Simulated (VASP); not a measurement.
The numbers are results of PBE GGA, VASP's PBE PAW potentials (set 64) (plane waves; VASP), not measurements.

The input files of a VASP run:

### POSCAR
```
Cr
2.880
  1.0000000000   0.0000000000   0.0000000000
  0.0000000000   1.0000000000   0.0000000000
  0.0000000000   0.0000000000   1.0000000000
Cr
2
Cartesian
  0.0000000000   0.0000000000   0.0000000000
  0.5000000000   0.5000000000   0.5000000000
```

INCAR:
```
! general
SYSTEM  = Cr
PREC    = Accurate
ENCUT   = 400
LREAL   = .FALSE.   ! projection in real space or not
LASPH   = .TRUE.   ! aspherical one-centre terms

! electronic loop
EDIFF   = 1E-6   ! SCF stop (eV)
NELM    = 100   ! most electronic steps
ALGO    = All   ! all-band CG
LMAXMIX = 4

! smearing
ISMEAR  = 1
SIGMA   = 0.1   ! width (eV)

! functional
GGA     = PE

! spin
ISPIN   = 2   ! spin-polarised
MAGMOM  = 1.5 -1.5

! ions
ISIF    = 2

! output
LWAVE   = .FALSE.
LCHARG  = .FALSE.
LORBIT  = 10
```

**KPOINTS**
```
Automatic
0
Gamma
11 11 11
```

POTCAR, in this order: Cr_pv (PBE.64 set). Program: vasp_std.

The resulting files:

File OUTCAR:
```
 ion  position               nearest neighbor table
   1  0.000  0.000  0.000-   2 2.49   2 2.49   2 2.49   2 2.49   2 2.49   2 2.49   2 2.49   2 2.49
  LATTYP: Found a simple cubic cell.
 ALAT       =     2.8800000000
 Subroutine PRICEL returns following result:
  LATTYP: Found a body centered cubic cell.
 ALAT       =     2.8800000000
 Subroutine GETGRP returns: Found 48 space group operations
The static configuration has the point symmetry O_h .
The dynamic configuration has the point symmetry O_h .
The overall configuration has the point symmetry O_h .
 Subroutine INISYM returns: Found 48 space group operations
 Subroutine IBZKPT returns following result:
 Found     56 irreducible k-points:

 Following reciprocal coordinates:
            Coordinates               Weight
  0.000000  0.000000  0.000000      1.000000
  0.090909  0.000000  0.000000      6.000000
  0.181818  0.000000  0.000000      6.000000
  0.272727  0.000000  0.000000      6.000000
  0.363636  0.000000  0.000000      6.000000
  0.454545  0.000000  0.000000      6.000000
  0.090909  0.090909  0.000000     12.000000
  0.181818  0.090909  0.000000     24.000000
  0.272727  0.090909  0.000000     24.000000
  0.363636  0.090909  0.000000     24.000000
  0.454545  0.090909  0.000000     24.000000
  0.181818  0.181818  0.000000     12.000000
  0.272727  0.181818  0.000000     24.000000
  0.363636  0.181818  0.000000     24.000000
  0.454545  0.181818  0.000000     24.000000
  0.272727  0.272727  0.000000     12.000000
  0.363636  0.272727  0.000000     24.000000
  0.454545  0.272727  0.000000     24.000000
  0.363636  0.363636  0.000000     12.000000
  0.454545  0.363636  0.000000     24.000000
  0.454545  0.454545  0.000000     12.000000
  0.090909  0.090909  0.090909      8.000000
  0.181818  0.090909  0.090909     24.000000
  0.272727  0.090909  0.090909     24.000000
  0.363636  0.090909  0.090909     24.000000
  0.454545  0.090909  0.090909     24.000000
  0.181818  0.181818  0.090909     24.000000
  0.272727  0.181818  0.090909     48.000000
  0.363636  0.181818  0.090909     48.000000
  0.454545  0.181818  0.090909     48.000000
  0.272727  0.272727  0.090909     24.000000
  0.363636  0.272727  0.090909     48.000000
  0.454545  0.272727  0.090909     48.000000
  0.363636  0.363636  0.090909     24.000000
  0.454545  0.363636  0.090909     48.000000
  0.454545  0.454545  0.090909     24.000000
  0.181818  0.181818  0.181818      8.000000
  0.272727  0.181818  0.181818     24.000000
  0.363636  0.181818  0.181818     24.000000
  0.454545  0.181818  0.181818     24.000000
   k-points           NKPTS =     56   k-points in BZ     NKDIM =     56   number of bands    NBANDS=     16
   number of dos      NEDOS =    301   number of ions     NIONS =      2
   total plane-waves  NPLWV =   8000
   dimension x,y,z NGX =    20 NGY =   20 NGZ =   20
   dimension x,y,z NGXF=    40 NGYF=   40 NGZF=   40
   ions per type =               2
   PREC   = accura    normal or accurate (medium, high low for compatibility)
   ISTART =      0    job   : 0-new  1-cont  2-samecut
   ICHARG =      2    charge: 1-file 2-atom 10-const
   ISPIN  =      2    spin polarized calculation?
   LNONCOLLINEAR =      F non collinear calculations
   LSORBIT =      F    spin-orbit coupling
   INIWAV =      1    electr: 0-lowe 1-rand  2-diag
   ENCUT  =  400.0 eV  29.40 Ry    5.42 a.u.   4.70  4.70  4.70*2*pi/ulx,y,z
   NELM   =    100;   NELMIN=  2; NELMDL= -5     # of ELM steps
   EDIFF  = 0.1E-05   stopping-criterion for ELM
   LREAL  =      F    real-space projection
   NLSPLINE    = F    spline interpolate recip. space projectors
...
```

### OSZICAR
```
       N       E                     dE             d eps       ncg     rms           ort
DAV:   1     0.194569530706E+03    0.19457E+03   -0.12535E+04   896   0.162E+03
DAV:   2    -0.152195237675E+02   -0.20979E+03   -0.20812E+03   896   0.449E+02
DAV:   3    -0.220855409360E+02   -0.68660E+01   -0.66612E+01   896   0.909E+01
DAV:   4    -0.221794906581E+02   -0.93950E-01   -0.93370E-01   896   0.109E+01
DAV:   5    -0.221814387154E+02   -0.19481E-02   -0.19479E-02   896   0.124E+00
SDA:   6    -0.134234006643E+02    0.87580E+01   -0.19479E-02   896   0.415E+02   0.000E+00
CGA:   7    -0.183163409525E+02   -0.48929E+01   -0.48893E+01   896   0.264E+01  -0.364E-01
CGA:   8    -0.188341264823E+02   -0.51779E+00   -0.51805E+00   896   0.458E+00  -0.358E-01
CGA:   9    -0.189803535865E+02   -0.14623E+00   -0.15908E+00   896   0.272E+00  -0.825E-01
CGA:  10    -0.190330726653E+02   -0.52719E-01   -0.52279E-01   896   0.688E-01   0.109E-01
CGA:  11    -0.190491610733E+02   -0.16088E-01   -0.16101E-01   896   0.174E-01  -0.630E-03
CGA:  12    -0.190539782635E+02   -0.48172E-02   -0.48245E-02   896   0.679E-02  -0.107E-03
CGA:  13    -0.190560434809E+02   -0.20652E-02   -0.20641E-02   896   0.258E-02   0.112E-04
CGA:  14    -0.190568356004E+02   -0.79212E-03   -0.78921E-03   896   0.128E-02   0.377E-04
CGA:  15    -0.190573687082E+02   -0.53311E-03   -0.53167E-03   896   0.101E-02   0.868E-05
CGA:  16    -0.190578136292E+02   -0.44492E-03   -0.44730E-03   896   0.802E-03  -0.119E-04
CGA:  17    -0.190581522339E+02   -0.33860E-03   -0.34026E-03   896   0.638E-03  -0.985E-05
CGA:  18    -0.190584363534E+02   -0.28412E-03   -0.28384E-03   896   0.502E-03   0.193E-05
CGA:  19    -0.190586422111E+02   -0.20586E-03   -0.20552E-03   896   0.290E-03   0.335E-05
CGA:  20    -0.190587503647E+02   -0.10815E-03   -0.10803E-03   896   0.136E-03   0.224E-05
CGA:  21    -0.190588001429E+02   -0.49778E-04   -0.49703E-04   896   0.609E-04   0.173E-05
CGA:  22    -0.190588219702E+02   -0.21827E-04   -0.21795E-04   896   0.258E-04   0.111E-05
CGA:  23    -0.190588314671E+02   -0.94969E-05   -0.95002E-05   896   0.114E-04  -0.756E-07
CGA:  24    -0.190588358091E+02   -0.43419E-05   -0.43722E-05   896   0.557E-05  -0.552E-06
CGA:  25    -0.190588377617E+02   -0.19527E-05   -0.19612E-05   896   0.278E-05  -0.220E-06
CGA:  26    -0.190588386478E+02   -0.88605E-06   -0.88608E-06   896   0.144E-05  -0.103E-07
   1 F= -.19058839E+02 E0= -.19058970E+02  d E =0.395040E-03  mag=     0.0000
```

### OUTCAR
```
------------------------ aborting loop because EDIFF is reached ----------------------------------------
  FORCE on cell =-STRESS in cart. coord.  units (eV):
  Direction    XX          YY          ZZ          XY          YZ          ZX
  --------------------------------------------------------------------------------------
  Total       -0.6328963     -0.6328963     -0.6328963      0.0000000      0.0000000     -0.0000000
  in kB      -42.4488272    -42.4488272    -42.4488272      0.0000000      0.0000000     -0.0000000
  external PRESSURE =     -42.4488272 kB  Pullay stress =       0.0000000 kB
  volume of cell :       23.89
      direct lattice vectors                 reciprocal lattice vectors
     2.880000000  0.000000000  0.000000000     0.347222222  0.000000000  0.000000000
     0.000000000  2.880000000  0.000000000     0.000000000  0.347222222  0.000000000
     0.000000000  0.000000000  2.880000000     0.000000000  0.000000000  0.347222222
 POSITION                                       TOTAL-FORCE (eV/Angst)
 -----------------------------------------------------------------------------------
      0.00000      0.00000      0.00000        -0.000000      0.000000     -0.000000
      1.44000      1.44000      1.44000         0.000000      0.000000      0.000000
 -----------------------------------------------------------------------------------
    total drift:                               -0.000000      0.000000      0.000000
  FREE ENERGIE OF THE ION-ELECTRON SYSTEM (eV)
  ---------------------------------------------------
  free  energy   TOTEN  =       -19.0588386478 eV

  energy  without entropy=      -19.0592336881  energy(sigma->0) =      -19.05897033

 total charge

# of ion       s       p       d       tot
------------------------------------------
    1        0.428   6.383   4.180  10.991
    2        0.428   6.383   4.180  10.991
--------------------------------------------------
tot          0.856  12.766   8.359  21.981

 magnetization (x)

# of ion       s       p       d       tot
------------------------------------------
    1        0.015   0.009   1.175   1.200
    2       -0.015  -0.009  -1.175  -1.200
--------------------------------------------------
tot          0.000   0.000   0.000   0.000
```
(Selected blocks of OUTCAR.)

The compound is Cr in the bcc, AFM order structure. The cell was not relaxed at this level. The run is one of a series of settings (ALGO = All against the base run), some of them coarse on purpose.
